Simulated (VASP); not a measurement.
```
Li2O
1.0
    0.00000     2.31000     2.31000
    2.31000     0.00000     2.31000
    2.31000     2.31000     0.00000
Li O
2 1
Direct
  0.23485   0.26515   0.28680
  0.75000   0.75000   0.75000
  0.00000   0.00000   0.00000
```

The numbers are results of PBE GGA, VASP's PBE PAW potentials (set 64) (plane waves; VASP), not measurements. Settings: 520 eV cut-off, 8×8×8 Γ-centred mesh, Gaussian smearing of 0.050 eV, potentials Li_sv O.

Task: The ions, cell shape and volume are relaxed. Give the cell that the relaxation ends in.

Result: 
```
Li2O
1.0
   -0.00002     2.31290     2.31289
    2.31290    -0.00001     2.31288
    2.31287     2.31286     0.00001
Li O
2 1
Direct
  0.24492   0.25501   0.26229
  0.74495   0.75506   0.76227
  0.99497   0.00508   0.01223
```
Space group Fm-3m (225), at a tolerance of 0.03 Å.

Task: How do energy and volume change from the first to the last step?

Result: The energy (σ→0) changes by -13.8 meV/atom and the volume by +0.4 %, in 12 ionic steps.

| step | E(σ→0) (eV) | max force (eV/Å) | pressure (GPa) | volume (Å³) |
|---|---|---|---|---|
| 1 | -14.3058 | 0.641 | 0.85 | 24.65 |
| 2 | -14.3303 | 0.398 | 0.00 | 24.81 |
| 3 | -14.3452 | 0.073 | -1.02 | 25.06 |
| 4 | -14.3452 | 0.068 | -1.05 | 25.07 |
| 5 | -14.3468 | 0.036 | -0.23 | 24.82 |
| 6 | -14.3469 | 0.028 | 0.11 | 24.71 |
| 7 | -14.3470 | 0.013 | 0.04 | 24.73 |
| 8 | -14.3471 | 0.004 | -0.01 | 24.75 |
| 9 | -14.3471 | 0.003 | 0.00 | 24.75 |
| 10 | -14.3471 | 0.003 | -0.01 | 24.75 |
| 11 | -14.3471 | 0.001 | 0.00 | 24.75 |
| 12 | -14.3471 | 0.001 | 0.00 | 24.75 |

The compound is Li2O in the antifluorite structure. In the starting cell atoms are displaced from their ideal sites. This run relaxes it.
